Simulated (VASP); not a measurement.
A run of VASP 6.6.1 is set up as follows.

The input INCAR:

```
PREC = Accurate
ENCUT = 520
EDIFF = 1E-6
ISMEAR = 0
SIGMA = 0.01
LREAL = F
LASPH = T
NELM = 100
ALGO = Fast
ISIF = 2
LWAVE = F
LCHARG = F
GGA = CA
NBANDS = 48
```

KPOINTS

```
Automatic mesh
0
Gamma
  3 3 3
```

POSCAR

```
CsHfCu3Se4
1.0
    6.4220100000      0.0000000000      0.0000000000
    0.0000000000      6.4220100000      0.0000000000
    0.0000000000      0.0000000000      6.4220100000
Cs Hf Cu Se
1 1 3 4
Direct
    0.5000000000      0.5000000000      0.5000000000
    0.0000000000      0.0000000000      0.0000000000
    0.0000000000      0.5000000000      0.0000000000
    0.0000000000      0.0000000000      0.5000000000
    0.5000000000      0.0000000000      0.0000000000
    0.2209400000      0.2209400000      0.2209400000
    0.7790600000      0.7790600000      0.2209400000
    0.2209400000      0.7790600000      0.7790600000
    0.7790600000      0.2209400000      0.7790600000
```

Potentials or basis: VASP PAW LDA potentials, release 64 (Cs_sv, Hf_pv, Cu, Se).

Run with:

```sh
$ cat potpaw_LDA.64/Cs_sv/POTCAR potpaw_LDA.64/Hf_pv/POTCAR potpaw_LDA.64/Cu/POTCAR potpaw_LDA.64/Se/POTCAR > POTCAR
$ mpirun -np 1 vasp_std > vasp.out
```

(1) Predict the largest force.

(2) What does it give for the band gap on the k mesh?

(3) What does it give for the pressure?

Results:

(1) 0.343 eV/Å.

(2) 0.91 eV, indirect (least direct gap 1.12 eV).

(3) -3.5 GPa.

Caveat: spin-orbit coupling is left out, which moves the levels of the heavy elements; an odd mesh through Γ misses points on the zone boundary, where band edges often lie.
